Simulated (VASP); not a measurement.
Method: vdW-DF2, VASP's PBE PAW potentials (set 64) (plane waves; VASP).

VASP input:

### INCAR
```
LMAXMIX = 4   ! l cut-off of mixed one-centre charges
NELM = 100   ! most electronic steps
GGA = ML
ENCUT = 520   ! plane-wave cut-off (eV)
EDIFF = 1E-7
ALGO = Normal   ! blocked Davidson
LREAL = .FALSE.   ! projection in real space or not
ISIF = 2   ! forces and stress, cell fixed
ZAB_VDW = -1.8867
LCHARG = .FALSE.
LUSE_VDW = .TRUE.
SYSTEM = CdF2
ISMEAR = 0   ! Gaussian
SIGMA = 0.05   ! width (eV)
LWAVE = .FALSE.
LASPH = .TRUE.   ! aspherical one-centre terms
AGGAC = 0.0
PREC = Accurate
```

POSCAR:
```
CdF2
1
    0.0000000000     2.8336836160     2.8336836160
    2.8336836160     0.0000000000     2.8336836160
    2.8336836160     2.8336836160     0.0000000000
Cd F
1 2
Direct
  1.0000000000   1.0000000000   1.0000000000
  0.2500000000   0.2500000000   0.2500000000
  0.7500000000   0.7500000000   0.7500000000
```

**KPOINTS**
```
Automatic mesh
0
Gamma
7 7 7
0 0 0
```

POTCAR, in this order: Cd F (PBE.64 set). Program: vasp_std.

Output of the run:

**OSZICAR**
```
       N       E                     dE             d eps       ncg     rms          rms(c)
DAV:   1     0.208351570815E+03    0.20835E+03   -0.15647E+04   696   0.151E+03
DAV:   2     0.177874607788E+01   -0.20657E+03   -0.20098E+03   799   0.383E+02
DAV:   3    -0.701302749125E+01   -0.87918E+01   -0.87750E+01   719   0.875E+01
DAV:   4    -0.705904739603E+01   -0.46020E-01   -0.46014E-01   778   0.647E+00
DAV:   5    -0.705922937383E+01   -0.18198E-03   -0.18198E-03   705   0.362E-01    0.101E+01
DAV:   6    -0.446046732368E+01    0.25988E+01   -0.85761E+00   948   0.524E+01    0.604E+00
DAV:   7    -0.445998086030E+01    0.48646E-03   -0.95245E-01   681   0.108E+01    0.348E+00
DAV:   8    -0.442021189667E+01    0.39769E-01   -0.23486E-01   680   0.460E+00    0.817E-01
DAV:   9    -0.441045396913E+01    0.97579E-02   -0.41746E-02   737   0.194E+00    0.150E-01
DAV:  10    -0.441067267801E+01   -0.21871E-03   -0.38414E-03   682   0.795E-01    0.112E-01
DAV:  11    -0.441071187849E+01   -0.39200E-04   -0.39660E-04   796   0.248E-01    0.513E-02
DAV:  12    -0.441073102019E+01   -0.19142E-04   -0.14832E-04   681   0.121E-01    0.106E-02
DAV:  13    -0.441073247455E+01   -0.14544E-05   -0.45508E-06   739   0.232E-02    0.106E-02
DAV:  14    -0.441073149666E+01    0.97790E-06   -0.35302E-06   809   0.226E-02    0.150E-03
DAV:  15    -0.441073154132E+01   -0.44664E-07   -0.14159E-07   603   0.409E-03
   1 F= -.44107315E+01 E0= -.44107315E+01  d E =-.462195E-20
```

### OUTCAR
```
------------------------ aborting loop because EDIFF is reached ----------------------------------------
  FORCE on cell =-STRESS in cart. coord.  units (eV):
  Direction    XX          YY          ZZ          XY          YZ          ZX
  --------------------------------------------------------------------------------------
  Total       -1.3500849     -1.3500849     -1.3500849      0.0000000      0.0000000     -0.0000000
  in kB      -47.5321644    -47.5321644    -47.5321644      0.0000000      0.0000000     -0.0000000
  external PRESSURE =     -47.5321644 kB  Pullay stress =       0.0000000 kB
  volume of cell :       45.51
      direct lattice vectors                 reciprocal lattice vectors
     0.000000000  2.833683616  2.833683616    -0.176448774  0.176448774  0.176448774
     2.833683616  0.000000000  2.833683616     0.176448774 -0.176448774  0.176448774
     2.833683616  2.833683616  0.000000000     0.176448774  0.176448774 -0.176448774
 POSITION                                       TOTAL-FORCE (eV/Angst)
 -----------------------------------------------------------------------------------
      0.00000      0.00000      0.00000        -0.000000     -0.000000     -0.000000
      1.41684      1.41684      1.41684         0.000000      0.000000      0.000000
      4.25053      4.25053      4.25053        -0.000000     -0.000000     -0.000000
 -----------------------------------------------------------------------------------
    total drift:                                0.000000     -0.000000      0.000000
  FREE ENERGIE OF THE ION-ELECTRON SYSTEM (eV)
  ---------------------------------------------------
  free  energy   TOTEN  =        -4.4107315413 eV

  energy  without entropy=       -4.4107315413  energy(sigma->0) =       -4.41073154
```
(Selected blocks of OUTCAR.)

The compound is CdF2 in the fluorite structure. This cell is one point of a volume scan, at 1.06 of the reference volume.
